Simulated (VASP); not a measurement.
Input for VASP

**POSCAR**
```
AgI
1
    0.0000000000     3.2500000000     3.2500000000
    3.2500000000     0.0000000000     3.2500000000
    3.2500000000     3.2500000000     0.0000000000
Ag I
1 1
Direct
  0.0000000000   0.0000000000   0.0000000000
  0.2500000000   0.2500000000   0.2500000000
```

**KPOINTS**
```
K-points
0
gamma
  5 5 5
```

INCAR:
```
# general
SYSTEM  = AgI
PREC    = Accurate
ENCUT   = 400
LREAL   = F
LASPH   = T

# electronic loop
EDIFF   = 1E-6
NELM    = 100
ALGO    = Normal
LMAXMIX = 4

# smearing
ISMEAR  = 0
SIGMA   = 0.05

# functional
GGA     = PE

# ions
ISIF    = 2

# output
LWAVE   = F
LCHARG  = F
```

POTCAR, in this order: Ag I (PBE.64 set). Program: vasp_std.

Q: Write an equivalent input for Ansatz.

A: One equivalent input (not run):
Ansatz 0.2 input:
```yaml
crystal:
  lattice:
    - [0.0000000, 3.2500000, 3.2500000]
    - [3.2500000, 0.0000000, 3.2500000]
    - [3.2500000, 3.2500000, 0.0000000]
  atoms:
    - { symbol: Ag, position: [0.0000000, 0.0000000, 0.0000000] }
    - { symbol: I, position: [0.2500000, 0.2500000, 0.2500000] }
kpoints:
  mp_grid: { grid: [5, 5, 5] }
hamiltonian:
  xc: pbe
  pseudopotentials: { kind: paw }
scf:
  occupations: { method: gaussian, width: 0.05 }
  max_iter: 100
output: { forces: true, stress: true, eigenvalues: true }
```
Limits of the translation: each code has its own PAW files, so the cut-off isn't converted (ENCUT is set for VASP's; basis.ecutwfc is left out, and Ansatz then takes the one that its files recommend); Ansatz stops its SCF on the density residual and VASP on the energy change (EDIFF).

The compound is AgI in the zinc blende structure, whereas wurtzite is the usual form. The cell was not relaxed at this level.
